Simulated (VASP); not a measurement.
VASP input:

File KPOINTS:
```
K-points
0
Gamma
 13 13 11
```

INCAR:
```
SYSTEM = Cl
PREC = Accurate; ENCUT = 400; LREAL = .False.
LASPH = .True.
EDIFF = 1E-7; NELM = 100; ALGO = Normal
ISMEAR = -5
GGA = PS
ISIF = 2
LWAVE = .False.; LCHARG = .True.; LORBIT = 11
NEDOS = 601
```

POSCAR:
```
Cl
3.4987520
  0.9999998834  -0.0000000195   0.0000000000
 -0.5000001189   0.8660253291   0.0000000000
  0.0000000000   0.0000000000   1.1103259894
Cl
2
Cartesian
 -0.0000006181   0.5773505016   0.2775814974
  0.5000003826   0.2886748081   0.8327444921
```

POTCAR, in this order: Cl (PBE.64 set). Program: vasp_std.

Problem. Write an equivalent input for Ansatz.

Solution. One equivalent input (not run):
Ansatz 0.2 input:
```yaml
crystal:
  lattice:
    - [3.4987516, -0.0000001, 0.0000000]
    - [-1.7493764, 3.0300079, 0.0000000]
    - [0.0000000, 0.0000000, 3.8847553]
  atoms:
    - { symbol: Cl, position: [0.3333330, 0.6666670, 0.2500000] }
    - { symbol: Cl, position: [0.6666670, 0.3333330, 0.7500000] }
kpoints:
  mp_grid: { grid: [13, 13, 11] }
hamiltonian:
  xc: pbesol
  pseudopotentials: { kind: paw }
scf:
  occupations: { method: tetrahedron }
  max_iter: 100
output: { forces: true, stress: true, eigenvalues: true }
```
Limits of the translation: each code has its own PAW files, so the cut-off isn't converted (ENCUT is set for VASP's; basis.ecutwfc is left out, and Ansatz then takes the one that its files recommend); Ansatz stops its SCF on the density residual and VASP on the energy change (EDIFF).

The structure was generated: Cl was put into the hcp type (P6_3/mmc), which need not be its known phase. It was relaxed first.
